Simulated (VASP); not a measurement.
Energy against volume of Cu (fcc). The numbers are results of PBE GGA with D3 dispersion (zero damping), VASP's PBE PAW potentials (set 64) (plane waves; VASP), not measurements. Numerical set-up: 520 eV cut-off, 17×17×17 Γ-centred mesh, first-order Methfessel-Paxton smearing of 0.10 eV, potentials Cu.

```csv
V (Å³/atom),E (eV/atom)
11.018,-4.23097
11.359,-4.23591
11.700,-4.23056
12.040,-4.21653
```

### Question
Fit these four points and predict the energy of the run at 10.677 Å³/atom.

### Answer
A cubic in V^(−2/3), the third-order Birch-Murnaghan form, passes through the four points with V0 = 11.34 Å³/atom and B0 = 162 GPa, and gives -4.2139 eV/atom there. The run gave -4.2137 eV/atom, +0.2 meV/atom from the fit; all five points give B0 = 162 GPa.

The compound is Cu in the fcc structure. It was relaxed first.
